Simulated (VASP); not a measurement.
A convergence study with VASP on Ni$_{3}$Si (L1_2): one setting is varied, all else stays as given below, so the limit is that of these other settings. Each run relaxes cell and ions; the cell shown is the tightest run's result. The basis is that of the starting cell, so low cut-offs carry a Pulay error.

```xyz
4
Lattice="3.5061 0.0000 0.0000 0.0000 3.5061 0.0000 0.0000 0.0000 3.5061" Properties=species:S:1:pos:R:3 pbc="T T T"
Si     0.0000     0.0000     0.0000
Ni     0.0000     1.7530     1.7530
Ni     1.7530     0.0000     1.7530
Ni     1.7530     1.7530     0.0000
```

These are PBE GGA, VASP's PBE PAW potentials (set 64) (plane waves; VASP) values and carry that method's errors. The tightest run used: 700 eV cut-off, 8×8×8 Γ-centred mesh, first-order Methfessel-Paxton smearing of 0.10 eV, potentials Si Ni.

The reference is ENCUT = 700, which took about 2 core-minutes. Times come from single runs on busy shared machines, so they are rough: good to a factor of about 2.

Q: Of the settings ENCUT = 200; ENCUT = 250; ENCUT = 300; ENCUT = 350; ENCUT = 400; ENCUT = 450; ENCUT = 500; ENCUT = 550; ENCUT = 600; ENCUT = 650; ENCUT = 700, which is the lowest that keeps the difference from the reference in relaxed volume (Å³/atom) within 0.05 from there on, and what does it cost?

A: ENCUT = 300; its cost over the reference is about 1/2.
| setting | difference in relaxed volume (Å³/atom) | cost over the reference |
|---|---|---|
| ENCUT = 200 | 1.449 | within a factor of 2 |
| ENCUT = 250 | 0.352 | about 1/3 |
| ENCUT = 300 | 0.011 | about 1/2 |
| ENCUT = 350 | 0.020 | about 1/2 |
| ENCUT = 400 | 0.022 | within a factor of 2 |
| ENCUT = 450 | 0.007 | within a factor of 2 |
| ENCUT = 500 | 0.001 | within a factor of 2 |
| ENCUT = 550 | 0.001 | within a factor of 2 |
| ENCUT = 600 | 0.003 | within a factor of 2 |
| ENCUT = 650 | 0.002 | within a factor of 2 |
| ENCUT = 700 | 0.000 | reference |

Left out are rungs that failed or repeat a setting and relaxations that didn't move; long series are thinned to 24 rows.

The compound is Ni3Si in the L1_2 structure. The run is not spin-polarised, so no magnetic state was tried.
